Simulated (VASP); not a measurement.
Level of theory: PBE GGA, VASP's PBE PAW potentials (set 64) (plane waves; VASP).

VASP ran on this input.

**KPOINTS**
```
kpoints
0
Gamma
4 4 4
```

**INCAR**
```
ALGO  =  Normal
EDIFF  =  1E-6
ENCUT  =  300
GGA  =  PE
ISIF  =  2
ISMEAR  =  0
LASPH  =  .TRUE.
LCHARG  =  .FALSE.
LMAXMIX  =  6
LREAL  =  .FALSE.
LWAVE  =  .FALSE.
NELM  =  100
PREC  =  Accurate
SIGMA  =  0.05
SYSTEM  =  Sr3Pt
```

File POSCAR:
```
Sr3Pt
1
    5.1629830000     0.0000000000     0.0000000000
    0.0000000000     5.1629830000     0.0000000000
    0.0000000000     0.0000000000     5.1629830000
Sr Pt
3 1
Direct
  0.0000000000   0.5000000000   0.5000000000
  0.5000000000   0.5000000000   0.0000000000
  0.5000000000   0.0000000000   0.5000000000
  0.0000000000   0.0000000000   0.0000000000
```

POTCAR, in this order: Sr_sv Pt (PBE.64 set). Program: vasp_std.

What VASP printed:

**OUTCAR**
```
 ion  position               nearest neighbor table
   1  0.000  0.500  0.500-   2 3.65   3 3.65   4 3.65   2 3.65   4 3.65   3 3.65   4 3.65   4 3.65
                             2 3.65   3 3.65   2 3.65   3 3.65
   2  0.500  0.500  0.000-   1 3.65   3 3.65   4 3.65   1 3.65   3 3.65   3 3.65   4 3.65   3 3.65
                             1 3.65   4 3.65   1 3.65   4 3.65
   3  0.500  0.000  0.500-   1 3.65   2 3.65   4 3.65   2 3.65   4 3.65   1 3.65   2 3.65   2 3.65
                             1 3.65   4 3.65   4 3.65   1 3.65
   4  0.000  0.000  0.000-   1 3.65   2 3.65   3 3.65   1 3.65   3 3.65   1 3.65   2 3.65   1 3.65
                             2 3.65   3 3.65   3 3.65   2 3.65
  LATTYP: Found a simple cubic cell.
 ALAT       =     5.1629830000
 Subroutine PRICEL returns:
 Original cell was already a primitive cell.
 Subroutine GETGRP returns: Found 48 space group operations
The static configuration has the point symmetry O_h .
The dynamic configuration has the point symmetry O_h .
 Subroutine INISYM returns: Found 48 space group operations
 Subroutine IBZKPT returns following result:
 Found     10 irreducible k-points:

 Following reciprocal coordinates:
            Coordinates               Weight
  0.000000  0.000000  0.000000      1.000000
  0.250000  0.000000  0.000000      6.000000
  0.500000  0.000000  0.000000      3.000000
...
```

### OSZICAR
```
       N       E                     dE             d eps       ncg     rms          rms(c)
DAV:   1     0.190233787225E+03    0.19023E+03   -0.14773E+04   488   0.971E+02
DAV:   2     0.602209383896E+01   -0.18421E+03   -0.18195E+03   576   0.262E+02
DAV:   3    -0.109505576880E+02   -0.16973E+02   -0.16783E+02   840   0.560E+01
DAV:   4    -0.115961099956E+02   -0.64555E+00   -0.64482E+00   648   0.109E+01
DAV:   5    -0.116131333588E+02   -0.17023E-01   -0.17022E-01   728   0.169E+00    0.260E+01
DAV:   6    -0.114961457508E+02    0.11699E+00   -0.10443E+00   584   0.442E+00    0.136E+01
DAV:   7    -0.115454027461E+02   -0.49257E-01   -0.17610E+00   600   0.432E+00    0.665E+00
DAV:   8    -0.114089488658E+02    0.13645E+00   -0.10034E+00   624   0.352E+00    0.570E-01
DAV:   9    -0.114124647430E+02   -0.35159E-02   -0.36231E-02   664   0.599E-01    0.389E-01
DAV:  10    -0.114123888723E+02    0.75871E-04   -0.37579E-03   600   0.243E-01    0.121E-01
DAV:  11    -0.114124934976E+02   -0.10463E-03   -0.52548E-04   680   0.945E-02    0.558E-02
DAV:  12    -0.114124957375E+02   -0.22399E-05   -0.92204E-05   592   0.381E-02    0.103E-02
DAV:  13    -0.114124959596E+02   -0.22207E-06   -0.85128E-06   640   0.944E-03
   1 F= -.11412496E+02 E0= -.11409666E+02  d E =-.566079E-02
```

OUTCAR:
```
------------------------ aborting loop because EDIFF is reached ----------------------------------------
  FORCE on cell =-STRESS in cart. coord.  units (eV):
  Direction    XX          YY          ZZ          XY          YZ          ZX
  --------------------------------------------------------------------------------------
  Total       -0.0902228     -0.0902228     -0.0902228     -0.0000000      0.0000000     -0.0000000
  in kB       -1.0503273     -1.0503273     -1.0503273     -0.0000000      0.0000000     -0.0000000
  external PRESSURE =      -1.0503273 kB  Pullay stress =       0.0000000 kB
  volume of cell :      137.63
      direct lattice vectors                 reciprocal lattice vectors
     5.162983000  0.000000000  0.000000000     0.193686479  0.000000000  0.000000000
     0.000000000  5.162983000  0.000000000     0.000000000  0.193686479  0.000000000
     0.000000000  0.000000000  5.162983000     0.000000000  0.000000000  0.193686479
 POSITION                                       TOTAL-FORCE (eV/Angst)
 -----------------------------------------------------------------------------------
      0.00000      2.58149      2.58149         0.000000      0.000000      0.000000
      2.58149      2.58149      0.00000         0.000000      0.000000      0.000000
      2.58149      0.00000      2.58149         0.000000      0.000000      0.000000
      0.00000      0.00000      0.00000         0.000000      0.000000      0.000000
 -----------------------------------------------------------------------------------
    total drift:                                0.000000      0.000000     -0.000000
  FREE ENERGIE OF THE ION-ELECTRON SYSTEM (eV)
  ---------------------------------------------------
  free  energy   TOTEN  =       -11.4124959596 eV

  energy  without entropy=      -11.4068351692  energy(sigma->0) =      -11.40966556
```
(Selected blocks of OUTCAR.)

At this cut-off the stress carries a Pulay error, which pulls relaxed volumes low.

The structure was generated: Sr3Pt was put into an ordered model structure, which need not be its known phase. The cell was not relaxed at this level, and its volume differs by -5.9 % from the start's. The k-mesh is coarse (spacing up to 0.30 per Å, 2π included), so the numbers may not be converged in it.
